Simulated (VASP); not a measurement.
# Quasiparticle energies of InP in VASP

Aim: the quasiparticle gap of InP, and what it costs to get it. The cell is of the zinc-blende type, one of the forms listed for this formula. The start is a cell from a database of measured crystal structures.

Program: VASP 6.6.1. Level of theory: PBE, spin-orbit coupling; plane waves and PAW (In_d_GW, P_GW), in the first sound run; inputs show where later runs differ. Results are calculated unless marked as measured.

The database entry behind the starting cell differs from later determinations by our own check (0.1 to 0.3 % short, probably kX units), so it need not match the best structure at ambient conditions.

## Step 1: The structure

Symmetry: F-43m, No. 216, cubic system. Conventional cell: a = 5.861 Å, b = 5.861 Å, c = 5.861 Å, α = 90.00°, β = 90.00°, γ = 90.00°. Nearest to In lie 4 P at 2.54 Å. Nearest to P lie 4 In at 2.54 Å. Farther neighbours are not listed.

## Step 2: Ground state

The orbitals come from a self-consistent PBE run with a tight EDIFF and a narrow smearing. KPOINTS_OPT adds the bands along a path, which shows whether the mesh holds the band edges.

INCAR reads:

```
SYSTEM = InP
PREC = Accurate
ENCUT = 300
EDIFF = 1E-08
NELM = 100
ISMEAR = 0
SIGMA = 0.01
LREAL = .FALSE.
ALGO = Normal
GGA = PE
LNONCOLLINEAR = .TRUE.
MAGMOM = 0 0 0 0 0 0
NBANDS = 30
GGA_COMPAT = .FALSE.
LASPH = .TRUE.
LSORBIT = .TRUE.
LORBIT = 11
LWAVE = .TRUE.
LCHARG = .FALSE.
KPAR = 8
```

POSCAR reads:

```
InP
1.0
    0.0000000000      2.9305000000      2.9305000000
    2.9305000000      0.0000000000      2.9305000000
    2.9305000000      2.9305000000      0.0000000000
In P
1 1
Direct
    0.0000000000      0.0000000000      0.0000000000
    0.2500000000      0.2500000000      0.2500000000
```

KPOINTS reads:

```
Automatic mesh
0
Gamma
4 4 4
0 0 0
```

KPOINTS_OPT reads:

```
Line mode
12
Line-mode
Reciprocal
  0.00000000   0.00000000   0.00000000 GAMMA
  0.50000000   0.00000000   0.50000000 X

  0.50000000   0.00000000   0.50000000 X
  0.50000000   0.25000000   0.75000000 W

  0.50000000   0.25000000   0.75000000 W
  0.37500000   0.37500000   0.75000000 K

  0.37500000   0.37500000   0.75000000 K
  0.00000000   0.00000000   0.00000000 GAMMA

  0.00000000   0.00000000   0.00000000 GAMMA
  0.50000000   0.50000000   0.50000000 L

  0.50000000   0.50000000   0.50000000 L
  0.62500000   0.25000000   0.62500000 U

  0.62500000   0.25000000   0.62500000 U
  0.50000000   0.25000000   0.75000000 W

  0.50000000   0.25000000   0.75000000 W
  0.50000000   0.50000000   0.50000000 L

  0.50000000   0.50000000   0.50000000 L
  0.37500000   0.37500000   0.75000000 K

  0.62500000   0.25000000   0.62500000 U
  0.50000000   0.00000000   0.50000000 X
```

Potentials, in the order of the species: In_d_GW and P_GW (PBE family, release 64).

The run is started by

```sh
> mpirun -np 8 vasp_ncl
```

The log of the run:

```text
[banner, memory and clock lines left out]
running    8 mpi-ranks, on    1 nodes
 distrk:  each k-point on    1 cores,    8 groups
 distr:  one band on    1 cores,    1 groups

 POSCAR found type information on POSCAR InP
 POSCAR found :  2 types and       2 ions
|                                                                             |
|           W    W    AA    RRRRR   N    N  II  N    N   GGGG   !!!           |
|           W    W   A  A   R    R  NN   N  II  NN   N  G    G  !!!           |
|           W    W  A    A  R    R  N N  N  II  N N  N  G       !!!           |
|           W WW W  AAAAAA  RRRRR   N  N N  II  N  N N  G  GGG   !            |
|           WW  WW  A    A  R   R   N   NN  II  N   NN  G    G                |
|           W    W  A    A  R    R  N    N  II  N    N   GGGG   !!!           |
|                                                                             |
|     For optimal performance we recommend to set                             |
|       NCORE = 2 up to number-of-cores-per-socket                            |
|     NCORE specifies how many cores store one orbital (NPAR=cpu/NCORE).      |
|     This setting can greatly improve the performance of VASP for DFT.       |
|     The default, NCORE=1 might be grossly inefficient on modern             |
|     multi-core architectures or massively parallel machines. Do your        |
|     Unfortunately you need to use the default for GW and RPA                |
|     calculations (for HF NCORE is supported but not extensively tested      |
|     yet).                                                                   |
|                                                                             |

 LDA part: xc-table for (Slater+PW92), standard interpolation
 POSCAR, INCAR and KPOINTS ok, starting setup
 FFT: planning ... GRIDC
 FFT: planning ... GRID_SOFT
 FFT: planning ... GRID
 WAVECAR not read
 entering main loop
       N       E                     dE             d eps       ncg     rms          rms(c)
DAV:   1     0.170981782424E+03    0.17098E+03   -0.54389E+03   808   0.182E+03
DAV:   3    -0.318729034023E+01   -0.34187E+02   -0.32993E+02   892   0.310E+02
DAV:   4    -0.861746071071E+01   -0.54302E+01   -0.54187E+01  1176   0.109E+02
DAV:   5    -0.873528735366E+01   -0.11783E+00   -0.11779E+00  1096   0.125E+01    0.624E+00
DAV:   6    -0.830704350110E+01    0.42824E+00   -0.54188E-01  1144   0.301E+01    0.315E+00
DAV:   7    -0.828015681532E+01    0.26887E-01   -0.29727E-01  1096   0.609E+00    0.150E+00
DAV:   8    -0.828163512328E+01   -0.14783E-02   -0.28298E-02  1048   0.647E+00    0.331E-01
DAV:   9    -0.828141133436E+01    0.22379E-03   -0.33227E-03   992   0.295E+00    0.950E-02
DAV:  10    -0.828156306687E+01   -0.15173E-03   -0.43251E-04   976   0.265E-01    0.489E-02
DAV:  11    -0.828165926508E+01   -0.96198E-04   -0.95377E-05  1040   0.128E-01    0.193E-02
DAV:  12    -0.828169045157E+01   -0.31186E-04   -0.45570E-05   928   0.698E-02    0.587E-03
DAV:  13    -0.828169132908E+01   -0.87751E-06   -0.35479E-06  1176   0.226E-02    0.658E-03
DAV:  14    -0.828169154472E+01   -0.21564E-06   -0.33213E-07   920   0.842E-03    0.232E-03
DAV:  15    -0.828169165667E+01   -0.11195E-06   -0.81202E-08   872   0.740E-03    0.695E-04
DAV:  16    -0.828169167886E+01   -0.22190E-07   -0.16631E-08   792   0.135E-03    0.388E-04
DAV:  17    -0.828169167325E+01    0.56150E-08   -0.91480E-10   520   0.107E-03
   1 F= -.82816917E+01 E0= -.82816917E+01  d E =-.140195E-13  mag=    -0.0000     0.0000    -0.0000
 Start KPOINTS_OPT (optional k-point list driver)
k-point batch [1-10\120]
       N       E                     dE             ncg
DAV:   1     0.752575925546E+03   -0.80215E+03      850
DAV:   2    -0.602372301428E+03   -0.13549E+04      944
DAV:   3    -0.946376875829E+03   -0.34400E+03      868
DAV:   4    -0.101230330969E+04   -0.65926E+02     1168
DAV:   5    -0.101431080585E+04   -0.20075E+01     1064
DAV:   6    -0.101439729618E+04   -0.86490E-01     1152
DAV:   7    -0.101440318343E+04   -0.58873E-02     1112
DAV:   8    -0.101440368814E+04   -0.50471E-03     1160
DAV:   9    -0.101440373692E+04   -0.48786E-04     1088
DAV:  10    -0.101440374275E+04   -0.58326E-05     1176
DAV:  11    -0.101440374337E+04   -0.61161E-06     1112
DAV:  12    -0.101440374345E+04   -0.82555E-07     1032
DAV:  13    -0.101440374346E+04   -0.86386E-08      752
[...]
k-point batch [111-120\120]
       N       E                     dE             ncg
DAV:   1     0.783484137488E+03   -0.40285E+04      808
DAV:   2    -0.663672958219E+03   -0.14472E+04      930
DAV:   3    -0.101736295408E+04   -0.35369E+03      784
DAV:   4    -0.109701116768E+04   -0.79648E+02     1184
DAV:   5    -0.109858612274E+04   -0.15750E+01     1064
DAV:   6    -0.109877034059E+04   -0.18422E+00     1184
DAV:   7    -0.109877676005E+04   -0.64195E-02     1064
DAV:   8    -0.109877758720E+04   -0.82715E-03     1176
DAV:   9    -0.109877764146E+04   -0.54259E-04     1088
DAV:  10    -0.109877764858E+04   -0.71235E-05     1200
DAV:  11    -0.109877764927E+04   -0.68996E-06     1128
DAV:  12    -0.109877764937E+04   -0.93389E-07     1104
DAV:  13    -0.109877764938E+04   -0.11597E-07      904
DAV:  14    -0.109877764938E+04   -0.16275E-08      720
 writing wavefunctions
```

Wall time 78 s (8 MPI ranks of Intel Xeon Platinum 8488C (Sapphire Rapids), shared host); peak memory 1.6 GiB; 8.8 min of CPU time.

The logs omit lines about the potential files and the build; timing stands in the text.

From OUTCAR (step 2):

```text
ion  position               nearest neighbor table
   1  0.000  0.000  0.000-   2 2.54   2 2.54   2 2.54   2 2.54
   2  0.250  0.250  0.250-   1 2.54   1 2.54   1 2.54   1 2.54

  LATTYP: Found a face centered cubic cell.
 ALAT       =     5.8610000000

 Subroutine GETGRP returns: Found 24 space group operations
 (whereof 24 operations were pure point group operations)

The static configuration has the point symmetry T_d .

 Found     10 irreducible k-points:

   k-points           NKPTS =     10   k-points in BZ     NKDIM =     10   number of bands    NBANDS=     30

   dimension x,y,z NGX =    24 NGY =   24 NGZ =   24
   dimension x,y,z NGXF=    48 NGYF=   48 NGZF=   48

   ENCUT  =  300.0 eV  22.05 Ry    4.70 a.u.   5.85  5.85  5.85*2*pi/ulx,y,z

   NELECT =      18.0000    total number of electrons

 k-points in reciprocal lattice and weights: Automatic mesh
   0.00000000  0.00000000  0.00000000       0.016
   0.25000000  0.00000000  0.00000000       0.062
  -0.25000000  0.00000000  0.00000000       0.062
   0.50000000  0.00000000  0.00000000       0.062
   0.25000000  0.25000000  0.00000000       0.094
   0.50000000  0.25000000  0.00000000       0.188
   0.50000000 -0.25000000  0.00000000       0.188
  -0.25000000  0.25000000  0.00000000       0.188
   0.50000000  0.50000000  0.00000000       0.047
  -0.25000000  0.50000000  0.25000000       0.094

 average (electrostatic) potential at core
       1 -74.2518       2 -75.0525

 E-fermi :   4.0361

 k-point     1 :       0.0000    0.0000    0.0000
  band No.  band energies     occupation
    ...
     14       3.8911      1.00000
     15       3.9878      1.00000
     16       3.9878      1.00000
     17       3.9878      1.00000
     18       3.9878      1.00000
     19       4.6498      0.00000
     20       4.6498      0.00000
     21       7.7034      0.00000
     22       7.7034      0.00000
     23       8.1623      0.00000
    ...

 k-point     2 :       0.2500    0.0000    0.0000
  band No.  band energies     occupation
    ...
     14       0.5010      1.00000
     15       3.3467      1.00000
     16       3.3467      1.00000
     17       3.4339      1.00000
     18       3.4478      1.00000
     19       5.7278      0.00000
     20       5.7278      0.00000
     21       8.5719      0.00000
     22       8.5719      0.00000
     23       8.8363      0.00000
    ...

 k-point     3 :      -0.2500    0.0000    0.0000
  band No.  band energies     occupation
    ...
     14       0.5010      1.00000
     15       3.3467      1.00000
     16       3.3467      1.00000
     17       3.4339      1.00000
     18       3.4478      1.00000
     19       5.7278      0.00000
     20       5.7278      0.00000
     21       8.5719      0.00000
     22       8.5719      0.00000
     23       8.8363      0.00000
    ...

  Total        0.9719038      0.9719038      0.9719038      0.0000000     -0.0000000      0.0000000
  in kB       30.9370346     30.9370346     30.9370346      0.0000000     -0.0000000      0.0000000
  external PRESSURE =      30.9370346 kB  Pullay stress =       0.0000000 kB

  energy-cutoff  :      300.00
  volume of cell :       50.33
      direct lattice vectors                 reciprocal lattice vectors
     0.000000000  2.930500000  2.930500000    -0.170619348  0.170619348  0.170619348
     2.930500000  0.000000000  2.930500000     0.170619348 -0.170619348  0.170619348
     2.930500000  2.930500000  0.000000000     0.170619348  0.170619348 -0.170619348

 POSITION                                       TOTAL-FORCE (eV/Angst)
 -----------------------------------------------------------------------------------
      0.00000      0.00000      0.00000         0.000000      0.000000      0.000000
      1.46525      1.46525      1.46525        -0.000000     -0.000000     -0.000000
 -----------------------------------------------------------------------------------
    total drift:                               -0.000001     -0.000001     -0.000001

  FREE ENERGIE OF THE ION-ELECTRON SYSTEM (eV)
  ---------------------------------------------------
  free  energy   TOTEN  =        -8.2816916732 eV

  energy  without entropy=       -8.2816916732  energy(sigma->0) =       -8.28169167

 Spin-Orbit-Coupling matrix elements
 Ion:    1  E_soc:     -0.1128510
 Ion:    2  E_soc:     -0.0011541

 total charge
# of ion       s       p       d       f       tot
--------------------------------------------------
    1        0.774   0.715  10.057   0.021  11.567
    2        1.122   1.721   0.032   0.000   2.875
--------------------------------------------------
tot          1.896   2.437  10.089   0.021  14.442

 magnetization (x)
# of ion       s       p       d       f       tot
--------------------------------------------------
    1        0.000   0.000  -0.000   0.000   0.000
    2       -0.000   0.000  -0.000   0.000   0.000
--------------------------------------------------
tot         -0.000   0.000  -0.000   0.000   0.000

 magnetization (y)
# of ion       s       p       d       f       tot
--------------------------------------------------
    1        0.000   0.000  -0.000   0.000  -0.000
    2       -0.000   0.000  -0.000   0.000   0.000
--------------------------------------------------
tot         -0.000   0.000  -0.000   0.000   0.000

 magnetization (z)
# of ion       s       p       d       f       tot
--------------------------------------------------
    1       -0.000   0.000   0.000  -0.000   0.000
    2        0.000   0.000  -0.000   0.000   0.000
--------------------------------------------------
tot          0.000   0.000   0.000  -0.000   0.000

[... 3 further parts left out ...]
```

LASPH is switched on together with spin-orbit coupling, so the change from the scalar run holds both.

This step gave:

```
free energy (TOTEN)               : -8.282 eV
Fermi energy                      : 4.036 eV
pressure                          : 3.094 GPa
least gap on mesh and path        : 0.6620 eV
least direct gap on mesh and path : 0.6620 eV
```

The spin moment in the PAW sphere vanishes on all atoms.

On-site spin-orbit energy by atom:

| atom | on-site spin-orbit energy (eV) |
| --- | --- |
| In1 | -0.113 |
| P2 | -0.001 |

The highest empty bands on the path are converged less tightly, to about 0.1 eV. The electronic bands at the labelled points (eV, zero at the valence-band top; v1 is the highest filled band, c1 the lowest empty one):

| point | v4 | v3 | v2 | v1 | c1 | c2 | c3 | c4 |
| --- | --- | --- | --- | --- | --- | --- | --- | --- |
| Γ | 0.00 | 0.00 | 0.00 | 0.00 | 0.66 | 0.66 | 3.72 | 3.72 |
| 0.45 of the way | -1.34 | -1.34 | -1.25 | -1.25 | 2.57 | 2.57 | 3.05 | 3.05 |
| X | -2.41 | -2.41 | -2.32 | -2.32 | 1.71 | 1.71 | 2.22 | 2.22 |
| 0.45 of the way | -2.74 | -2.66 | -2.61 | -2.60 | 2.46 | 2.52 | 2.92 | 2.93 |
| W | -3.08 | -3.00 | -2.95 | -2.90 | 4.25 | 4.25 | 4.32 | 4.35 |
| 0.45 of the way | -3.28 | -3.19 | -2.51 | -2.43 | 3.18 | 3.23 | 4.37 | 4.38 |
| K | -3.40 | -3.31 | -1.99 | -1.98 | 2.31 | 2.31 | 4.33 | 4.35 |
| 0.45 of the way | -2.34 | -2.26 | -0.73 | -0.71 | 2.87 | 2.87 | 4.74 | 4.91 |
| Γ | 0.00 | 0.00 | 0.00 | 0.00 | 0.66 | 0.66 | 3.72 | 3.72 |
| 0.45 of the way | -0.57 | -0.57 | -0.49 | -0.47 | 1.77 | 1.77 | 4.51 | 4.51 |
| L | -1.07 | -1.07 | -0.96 | -0.96 | 1.45 | 1.45 | 4.66 | 4.66 |
| 0.45 of the way | -2.41 | -2.34 | -1.37 | -1.36 | 2.56 | 2.58 | 4.38 | 4.41 |
| U | -3.40 | -3.31 | -1.99 | -1.98 | 2.31 | 2.31 | 4.33 | 4.35 |
| 0.45 of the way | -3.32 | -3.23 | -2.38 | -2.32 | 2.94 | 2.99 | 4.36 | 4.38 |
| W | -3.08 | -3.00 | -2.95 | -2.90 | 4.25 | 4.25 | 4.32 | 4.35 |
| 0.55 of the way | -2.62 | -2.54 | -1.60 | -1.53 | 2.94 | 2.98 | 4.11 | 4.18 |
| L | -1.07 | -1.07 | -0.96 | -0.96 | 1.45 | 1.45 | 4.66 | 4.66 |
| 0.45 of the way | -2.41 | -2.34 | -1.37 | -1.36 | 2.56 | 2.58 | 4.38 | 4.41 |
| K | -3.40 | -3.31 | -1.99 | -1.98 | 2.31 | 2.31 | 4.33 | 4.35 |
| jump to U | -3.40 | -3.31 | -1.99 | -1.98 | 2.31 | 2.31 | 4.33 | 4.35 |
| 0.55 of the way | -2.77 | -2.70 | -2.28 | -2.28 | 1.95 | 1.97 | 2.70 | 2.73 |
| X | -2.41 | -2.41 | -2.32 | -2.32 | 1.71 | 1.71 | 2.22 | 2.22 |

Of the projections kept (In, P), the largest for each band there; the rest of the weight can lie on other orbitals:

| point | v4 | v3 | v2 | v1 | c1 | c2 | c3 | c4 |
| --- | --- | --- | --- | --- | --- | --- | --- | --- |
| Γ | P 0.77 | P 0.77 | P 0.77 | P 0.77 | P 0.51 | P 0.51 | In 0.78 | In 0.78 |
| X | P 0.63 | P 0.63 | P 0.65 | P 0.65 | In 0.63 | In 0.63 | In 0.64 | In 0.64 |
| W | P 0.59 | P 0.63 | P 0.62 | P 0.60 | P 0.68 | P 0.68 | P 0.54 | P 0.54 |
| K | P 0.59 | P 0.61 | P 0.65 | P 0.65 | In 0.63 | In 0.63 | P 0.56 | P 0.57 |
| Γ | P 0.77 | P 0.77 | P 0.77 | P 0.77 | P 0.51 | P 0.51 | In 0.78 | In 0.78 |
| L | P 0.68 | P 0.68 | P 0.70 | P 0.70 | In 0.61 | In 0.61 | In 0.66 | In 0.66 |

The cell has a gap of 0.662 eV on mesh and path and a pressure of +3.1 GPa, which holds the misfit of the given cell and coordinates with this functional, and any error of cutoff, mesh and data sets.

(Continued in part 2 of 3.)

[Lines on the potential files, build, host, timing and source positions are cut from VASP's logs without a mark.]

[Logs are printed without paths, hosts, clocks, repeated set-up lines and the standing remarks that a program may print on its own settings, such as how far it seeks lower states.]

[Hosts, paths, dates, database ids (printed as entryN), source tags and the programs' standing remarks are cut or masked in the printed files.]

[Pressures printed for these runs are not shown converged in the cutoff: they can be off by several GPa and have the wrong sign.]
